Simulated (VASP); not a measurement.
Consider the following.

```
RbBr
1.0
    0.00000     3.46177     3.46177
    3.46177     0.00000     3.46177
    3.46177     3.46177     0.00000
Rb Br
1 1
Direct
  0.00000   0.00000   0.00000
  0.50000   0.50000   0.50000
```

Computed with r2SCAN meta-GGA, VASP's PBE PAW potentials (set 64) (plane waves; VASP). Settings: 480 eV cut-off, 6×6×6 Γ-centred mesh, Gaussian smearing of 0.050 eV, potentials Rb_sv Br.

Task: What does the run give for the energy per atom (σ→0), band gap (on the k-mesh) with the smallest direct gap where there is one?

Result: 
```json
{
  "band gap (on the k-mesh)": "4.89 eV",
  "smallest direct gap (on the k-mesh)": "4.89 eV",
  "energy per atom (σ→0)": "-15.578 eV/atom"
}
```

The absolute energy has meaning only against runs of the same code, potentials and settings.

The compound is RbBr in the rock salt structure. It was relaxed first.
